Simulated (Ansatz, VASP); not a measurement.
## One calculation of ScSi2, two programs

```
CELL_PARAMETERS angstrom
3.66000 0.00000 0.00000
-1.83000 3.16965 0.00000
0.00000 0.00000 3.87000
ATOMIC_POSITIONS crystal
Sc 0.00000 0.00000 0.00000
Si 0.33333 0.66667 0.50000
Si 0.66667 0.33333 0.50000
```

Alike in both runs: functional PBE; k mesh 9 × 9 × 7; occupations fermi-dirac, width 0.05 eV; no spin polarisation.

Ansatz relaxed the structure, and its values are those at the end. VASP's run is a single point on that final structure, the one shown.

|  | VASP | Ansatz |
| --- | --- | --- |
| version | VASP 6.6.1 | Ansatz 0.2.0 |
| potentials or method | VASP PAW PBE potentials, release 64 (Sc_sv, Si) | plane-wave PAW, scalar-relativistic |
| plane-wave cutoff (eV) | 520 | 420 |
| valence electrons in the cell | 19 | 19 |

```csv
,VASP,Ansatz,Ansatz less VASP
pressure (GPa),25.1,25.0,-0.02
```

The functional is the same, so the differences come from potentials, cutoffs and numerics. Ansatz warned: «stress_scf_threshold_loose».

Caveats: so large a pressure means that the cell lies far from this level's equilibrium, or that cutoff or potentials fall short (VASP).
